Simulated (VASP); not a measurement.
Here is the system:

```
TiS
1.0
    3.26717     0.00000     0.00000
   -1.63359     2.82945     0.00000
    0.00000     0.00000     3.21706
Ti S
1 1
Cartesian
  1.63359   0.94315   0.00000
  0.00000   0.00000   1.60853
```

All values below come from PBEsol GGA, VASP's PBE PAW potentials (set 64) (plane waves; VASP). Settings: 300 eV cut-off, 12×12×10 Γ-centred mesh, Gaussian smearing of 0.20 eV, potentials Ti_sv S.

Task: Give the energies of bands 6 to 12 at the high-symmetry points, in eV from the Fermi level.

Result: 
```json
[
 {"band": "6", "Γ": "-3.14", "M": "-7.48", "K": "-6.52", "A": "-7.89", "L": "-6.33", "H": "-6.44"},
 {"band": "7", "Γ": "-3.14", "M": "-3.73", "K": "-5.90", "A": "-2.60", "L": "-6.21", "H": "-6.17"},
 {"band": "8", "Γ": "-2.72", "M": "-3.01", "K": "-3.68", "A": "-2.60", "L": "-4.22", "H": "-4.77"},
 {"band": "9", "Γ": "-2.15", "M": "-1.84", "K": "0.04", "A": "-0.05", "L": "-0.62", "H": "-0.15"},
 {"band": "10", "Γ": "1.30", "M": "0.82", "K": "0.58", "A": "-0.05", "L": "2.02", "H": "2.09"},
 {"band": "11", "Γ": "1.30", "M": "2.14", "K": "1.12", "A": "1.72", "L": "2.26", "H": "2.34"},
 {"band": "12", "Γ": "2.64", "M": "2.24", "K": "1.27", "A": "1.86", "L": "2.41", "H": "3.27"}
]
```

It has no gap at this level: it comes out as a metal or semimetal.

The structure comes from a computed database's TiS entry (P-6m2); how it stands against other phases isn't given here. The cell was not relaxed at this level.
